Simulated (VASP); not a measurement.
Calculation: LDA (Ceperley-Alder, Perdew-Zunger), VASP's LDA PAW potentials (set 64) (plane waves; VASP).

The input files of a VASP run:

**POSCAR**
```
KZnF3
1
    4.0500000000     0.0000000000     0.0000000000
    0.0000000000     4.0500000000     0.0000000000
    0.0000000000     0.0000000000     4.0500000000
K Zn F
1 1 3
Direct
  0.0000000000   0.0000000000   0.0000000000
  0.5000000000   0.5000000000   0.5000000000
  0.5000000000   0.0000000000   0.5000000000
  0.0000000000   0.5000000000   0.5000000000
  0.5000000000   0.5000000000   0.0000000000
```

INCAR:
```
# general
SYSTEM   = KZnF3
PREC     = Accurate
ENCUT    = 400
LREAL    = F
LASPH    = T   # aspherical one-centre terms

# electronic loop
EDIFF    = 1E-8   # SCF stop (eV)
NELM     = 100
ALGO     = Normal   # blocked Davidson
LMAXMIX  = 4

# smearing
ISMEAR   = -1   # Fermi-Dirac
SIGMA    = 0.05   # width (eV)

# ions
IBRION   = 8   # DFPT with symmetry
NSW      = 1
ISIF     = 2

# output
LWAVE    = F
LCHARG   = F

# other
LEPSILON = T
```

File KPOINTS:
```
Automatic mesh
0
Gamma
4 4 4
0 0 0
```

POTCAR, in this order: K_sv Zn F (LDA.64 set). Program: vasp_std.

At this cut-off the stress carries a Pulay error, which pulls relaxed volumes low.

Q: Predict the energy per atom (σ→0), pressure.

A: 
The energy per atom (σ→0) comes out as -4.622 eV/atom and the pressure is -126.1 kbar.

**OSZICAR**
```
...
RMM:   7    -0.525975845360E+00   -0.19765E-04   -0.19741E-06  1631   0.447E-03    0.210E-04
RMM:   8    -0.525975753690E+00    0.91670E-07   -0.55847E-07  1746   0.190E-03    0.101E-04
RMM:   9    -0.525975395861E+00    0.35783E-06   -0.25047E-07  1784   0.826E-04    0.322E-05
RMM:  10    -0.525975370667E+00    0.25194E-07   -0.19656E-08  1819   0.495E-04    0.798E-06
RMM:  11    -0.525975405484E+00   -0.34817E-07   -0.10464E-07  1842   0.350E-04    0.734E-06
RMM:  12    -0.525975390568E+00    0.14915E-07    0.10747E-07  1780   0.294E-04    0.219E-06
RMM:  13    -0.525975383593E+00    0.69756E-08   -0.18441E-08  1703   0.268E-04    0.141E-06
 Linear response finished
```

The structure is a typed KZnF3 crystal. The cell was not relaxed at this level. The run is one of a series of settings (EDIFF = 1E-8, IBRION = 8, LEPSILON = .TRUE., NSW = 1 against the base run), some of them coarse on purpose.
